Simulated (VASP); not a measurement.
These are r2SCAN meta-GGA, VASP's PBE PAW potentials (set 64) (plane waves; VASP) values and carry that method's errors.

A VASP calculation is set up with these files.

**KPOINTS**
```
Automatic mesh
0
G
6 6 6
```

INCAR:
```
SYSTEM = Bi
PREC = Accurate; ENCUT = 400; LREAL = .FALSE.
LASPH = .TRUE.
EDIFF = 1E-8; NELM = 100; ALGO = Normal
LMAXMIX = 4; LMIXTAU = .TRUE.
ISMEAR = 0; SIGMA = 0.05
METAGGA = R2SCAN
IBRION = 1; NSW = 30; ISIF = 2
EDIFFG = -0.001
LWAVE = .FALSE.; LCHARG = .FALSE.
```

File POSCAR:
```
Bi
1
    4.3143698918    -2.2689254047     0.0530505116
    4.3143698918     2.2689254047     0.0530505116
    3.0752842901     0.0000000000     3.7824926685
Bi
2
Direct
  0.2312932350   0.2312932350   0.2312932350
  0.7687067650   0.7687067650   0.7687067650
```

POTCAR, in this order: Bi_d (PBE.64 set). Program: vasp_std.

### Question
What does the run give for the energy per atom (σ→0)?

### Answer

```
Item                            Result
---------------------  ---------------
energy per atom (σ→0)  -58.514 eV/atom
```

OSZICAR:
```
...
DAV:  22    -0.117027451872E+03    0.34142E-08   -0.15427E-08  1002   0.136E-03
   1 F= -.11702745E+03 E0= -.11702709E+03  d E =-.117027E+03
       N       E                     dE             d eps       ncg     rms          rms(c)
DAV:   1    -0.117027451716E+03    0.15896E-06   -0.13952E-04  1333   0.803E-02    0.767E-04
DAV:   2    -0.117027452127E+03   -0.41058E-06   -0.34959E-06  1743   0.186E-02    0.294E-04
DAV:   3    -0.117027452246E+03   -0.11951E-06   -0.20953E-07  1216   0.404E-03    0.188E-04
DAV:   4    -0.117027452240E+03    0.67871E-08   -0.28523E-08   969   0.133E-03
   2 F= -.11702745E+03 E0= -.11702709E+03  d E =-.367759E-06
```

The compound is Bi in the a7 structure. This run relaxes the ions in a fixed cell. Symmetry was kept, so distortions that lower it aren't found. The start is the result of an earlier pass.
